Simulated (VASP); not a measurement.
An input for Ansatz (written as the equivalent of a VASP run, and not itself run):

Ansatz 0.2 input:
```yaml
crystal:
  lattice:
    - [0.0000000, 2.5910745, 2.5910745]
    - [2.5910745, 0.0000000, 2.5910745]
    - [2.5910745, 2.5910745, 0.0000000]
  atoms:
    - { symbol: Si, position: [0.2500000, 0.2500000, 0.2500000] }
    - { symbol: Si, position: [0.7500000, 0.7500000, 0.7500000] }
    - { symbol: Ni, position: [0.0000000, 0.0000000, 0.0000000] }
kpoints:
  mp_grid: { grid: [10, 10, 10] }
hamiltonian:
  xc: pbe
  pseudopotentials: { kind: paw }
scf:
  occupations: { method: methfessel_paxton, width: 0.1 }
  max_iter: 100
relax:
  max_steps: 40
  f_tol: 0.02
  cell: { p_target: 45 }
output: { forces: true, stress: true, eigenvalues: true }
```

Q: Write the VASP files for the same calculation (PBE).

A: Several could match; the one computed here: 
**KPOINTS**
```
K-points
0
Gamma
10 10 10
0 0 0
```

### INCAR
```
! general
SYSTEM  = NiSi2
PREC    = Accurate
ENCUT   = 500   ! plane-wave cut-off (eV)
LREAL   = .FALSE.   ! projection in real space or not
LASPH   = .TRUE.   ! aspherical one-centre terms

! electronic loop
EDIFF   = 1E-6
NELM    = 100
ALGO    = Normal   ! blocked Davidson
LMAXMIX = 4   ! l cut-off of mixed one-centre charges

! smearing
ISMEAR  = 1
SIGMA   = 0.1   ! width (eV)

! functional
GGA     = PE

! ions
IBRION  = 2   ! conjugate gradients
NSW     = 40   ! most ionic steps
ISIF    = 3
EDIFFG  = -0.02
PSTRESS = 450   ! kbar

! output
LWAVE   = .FALSE.
LCHARG  = .FALSE.
```

### POSCAR
```
NiSi2
1.0
  0.0000000000   2.5910745428   2.5910745428
  2.5910745428   0.0000000000   2.5910745428
  2.5910745428   2.5910745428   0.0000000000
Si Ni
2 1
direct
  0.2500000000   0.2500000000   0.2500000000
  0.7500000000   0.7500000000   0.7500000000
  0.0000000000   0.0000000000   0.0000000000
```

POTCAR, in this order: Si Ni (PBE.64 set). Program: vasp_std.

What does not carry over: each code has its own PAW files, so the cut-off isn't converted (ENCUT is set for VASP's; basis.ecutwfc is left out, and Ansatz then takes the one that its files recommend); Ansatz stops its SCF on the density residual and VASP on the energy change (EDIFF).

The compound is NiSi2 in the fluorite structure. This run relaxes it under an external pressure of 45 GPa. Symmetry was kept, so distortions that lower it aren't found.
